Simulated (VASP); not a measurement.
Here is the system:

```xyz
2
Lattice="0.0000 2.8297 2.8297 2.8297 0.0000 2.8297 2.8297 2.8297 0.0000" Properties=species:S:1:pos:R:3 pbc="T T T"
Ca     0.0000     0.0000     0.0000
S      2.8297     2.8297     2.8297
```

All values below come from AM05 GGA, VASP's PBE PAW potentials (set 64) (plane waves; VASP). Numerical set-up: 520 eV cut-off, 9×9×9 Γ-centred mesh, tetrahedra with Blöchl corrections, potentials Ca_sv S.

Q: Tabulate the total density of states (states/eV per cell) against energy (eV; zero at the valence-band maximum or, without a gap, the Fermi level).

A: 
```json
[
 {"E (eV)": "-9.89", "DOS (states/eV)": "0.00"},
 {"E (eV)": "-9.65", "DOS (states/eV)": "0.00"},
 {"E (eV)": "-9.54", "DOS (states/eV)": "0.00"},
 {"E (eV)": "-9.31", "DOS (states/eV)": "0.00"},
 {"E (eV)": "-9.08", "DOS (states/eV)": "0.00"},
 {"E (eV)": "-8.84", "DOS (states/eV)": "0.00"},
 {"E (eV)": "-8.73", "DOS (states/eV)": "0.00"},
 {"E (eV)": "-8.50", "DOS (states/eV)": "0.00"},
 {"E (eV)": "-8.27", "DOS (states/eV)": "0.00"},
 {"E (eV)": "-8.15", "DOS (states/eV)": "0.00"},
 {"E (eV)": "-7.92", "DOS (states/eV)": "0.00"},
 {"E (eV)": "-7.69", "DOS (states/eV)": "0.00"},
 {"E (eV)": "-7.46", "DOS (states/eV)": "0.00"},
 {"E (eV)": "-7.34", "DOS (states/eV)": "0.00"},
 {"E (eV)": "-7.11", "DOS (states/eV)": "0.00"},
 {"E (eV)": "-6.88", "DOS (states/eV)": "0.00"},
 {"E (eV)": "-6.76", "DOS (states/eV)": "0.00"},
 {"E (eV)": "-6.53", "DOS (states/eV)": "0.00"},
 {"E (eV)": "-6.30", "DOS (states/eV)": "0.00"},
 {"E (eV)": "-6.18", "DOS (states/eV)": "0.00"},
 {"E (eV)": "-5.95", "DOS (states/eV)": "0.00"},
 {"E (eV)": "-5.72", "DOS (states/eV)": "0.00"},
 {"E (eV)": "-5.49", "DOS (states/eV)": "0.00"},
 {"E (eV)": "-5.37", "DOS (states/eV)": "0.00"},
 {"E (eV)": "-5.14", "DOS (states/eV)": "0.00"},
 {"E (eV)": "-4.91", "DOS (states/eV)": "0.00"},
 {"E (eV)": "-4.80", "DOS (states/eV)": "0.00"},
 {"E (eV)": "-4.56", "DOS (states/eV)": "0.00"},
 {"E (eV)": "-4.33", "DOS (states/eV)": "0.00"},
 {"E (eV)": "-4.10", "DOS (states/eV)": "0.00"},
 {"E (eV)": "-3.99", "DOS (states/eV)": "0.00"},
 {"E (eV)": "-3.76", "DOS (states/eV)": "0.00"},
 {"E (eV)": "-3.52", "DOS (states/eV)": "0.00"},
 {"E (eV)": "-3.41", "DOS (states/eV)": "0.00"},
 {"E (eV)": "-3.18", "DOS (states/eV)": "0.01"},
 {"E (eV)": "-2.95", "DOS (states/eV)": "0.57"},
 {"E (eV)": "-2.71", "DOS (states/eV)": "1.27"},
 {"E (eV)": "-2.60", "DOS (states/eV)": "1.80"},
 {"E (eV)": "-2.37", "DOS (states/eV)": "3.61"},
 {"E (eV)": "-2.14", "DOS (states/eV)": "1.16"},
 {"E (eV)": "-2.02", "DOS (states/eV)": "0.51"},
 {"E (eV)": "-1.79", "DOS (states/eV)": "1.23"},
 {"E (eV)": "-1.56", "DOS (states/eV)": "2.19"},
 {"E (eV)": "-1.44", "DOS (states/eV)": "2.43"},
 {"E (eV)": "-1.21", "DOS (states/eV)": "6.53"},
 {"E (eV)": "-0.98", "DOS (states/eV)": "3.95"},
 {"E (eV)": "-0.75", "DOS (states/eV)": "1.89"},
 {"E (eV)": "-0.63", "DOS (states/eV)": "1.32"},
 {"E (eV)": "-0.40", "DOS (states/eV)": "0.65"},
 {"E (eV)": "-0.17", "DOS (states/eV)": "0.26"},
 {"E (eV)": "-0.05", "DOS (states/eV)": "0.06"},
 {"E (eV)": "0.18", "DOS (states/eV)": "0.00"},
 {"E (eV)": "0.41", "DOS (states/eV)": "0.00"},
 {"E (eV)": "0.64", "DOS (states/eV)": "0.00"},
 {"E (eV)": "0.76", "DOS (states/eV)": "0.00"},
 {"E (eV)": "0.99", "DOS (states/eV)": "0.00"},
 {"E (eV)": "1.22", "DOS (states/eV)": "0.00"},
 {"E (eV)": "1.33", "DOS (states/eV)": "0.00"},
 {"E (eV)": "1.57", "DOS (states/eV)": "0.00"},
 {"E (eV)": "1.80", "DOS (states/eV)": "0.00"},
 {"E (eV)": "2.03", "DOS (states/eV)": "0.00"},
 {"E (eV)": "2.14", "DOS (states/eV)": "0.00"},
 {"E (eV)": "2.38", "DOS (states/eV)": "0.04"},
 {"E (eV)": "2.61", "DOS (states/eV)": "0.20"},
 {"E (eV)": "2.72", "DOS (states/eV)": "0.26"},
 {"E (eV)": "2.95", "DOS (states/eV)": "0.35"},
 {"E (eV)": "3.19", "DOS (states/eV)": "0.46"},
 {"E (eV)": "3.30", "DOS (states/eV)": "0.52"},
 {"E (eV)": "3.53", "DOS (states/eV)": "0.64"},
 {"E (eV)": "3.76", "DOS (states/eV)": "0.81"},
 {"E (eV)": "4.00", "DOS (states/eV)": "1.20"},
 {"E (eV)": "4.11", "DOS (states/eV)": "1.33"},
 {"E (eV)": "4.34", "DOS (states/eV)": "1.40"},
 {"E (eV)": "4.57", "DOS (states/eV)": "1.72"},
 {"E (eV)": "4.69", "DOS (states/eV)": "1.75"},
 {"E (eV)": "4.92", "DOS (states/eV)": "1.40"},
 {"E (eV)": "5.15", "DOS (states/eV)": "1.10"},
 {"E (eV)": "5.38", "DOS (states/eV)": "2.01"},
 {"E (eV)": "5.50", "DOS (states/eV)": "2.82"},
 {"E (eV)": "5.73", "DOS (states/eV)": "3.75"}
]
```
Within 2 eV below the valence-band maximum the largest weight inside VASP's projection spheres is S p.

The compound is CaS in the rock salt structure. It was relaxed first.
